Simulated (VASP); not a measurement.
**Ti: relaxation of cell and atoms with PBE**

The system is Ti.

```
Ti
1.0
     2.93573    0.00000    0.00000
    -1.46787    2.54242    0.00000
     0.00000    0.00000    4.64086
Ti
2
Direct
  0.33333 0.66667 0.25000
  0.66667 0.33333 0.75000
```

```json
{
  "Program": "VASP 6.6.1",
  "Task": "relaxation of cell and atoms",
  "Functional": "PBE",
  "Potentials or basis": "VASP PAW PBE potentials, release 64 (Ti_sv)",
  "Cutoff": "600 eV",
  "k mesh": "17 × 17 × 10",
  "Occupations": "methfessel-paxton, width 0.1 eV",
  "Spin": "no spin polarisation",
  "Further INCAR settings": "ALGO = Normal; EDIFF = 1e-06; IBRION = 2; EDIFFG = -0.005; NSW = 80; ISIF = 3"
}
```

| Item | Value |
| --- | --- |
| Relaxed volume | 17.34 Å³/atom |
| Relaxed cell | a = 2.937 Å, b = 2.937 Å, c = 4.644 Å, α = 90.00°, β = 90.00°, γ = 120.00° |
| Space group after relaxing (to 0.05 Å) | P6_3/mmc (No. 194) |
| Energy gained by relaxing | 0.0 meV/atom |
| Ionic steps | 3 |
| Pressure after relaxing | 0.0 GPa |
| Band gap on the k mesh | none (metal or under the smearing width) |

Final structure:
```
Ti
1.0
     2.93686    0.00000    0.00000
    -1.46843    2.54340    0.00000
     0.00000    0.00000    4.64364
Ti
2
Direct
  0.33333 0.66667 0.25000
  0.66667 0.33333 0.75000
```

Levels at points of the mesh, in eV from the Fermi level:
```
           k point  band 10  band 11  band 12  band 13  band 14  band 15
(0.00, 0.00, 0.00)    -2.71     0.75     0.75     0.77     0.87     1.25
(0.00, 0.00, 0.50)    -4.37     0.07     0.07     0.65     0.65     0.65
```

Run time: 73 s on 2 MPI ranks on AMD EPYC 9R45 96-Core Processor (Zen 5) (shared host), peak memory 0.22 GiB a rank.
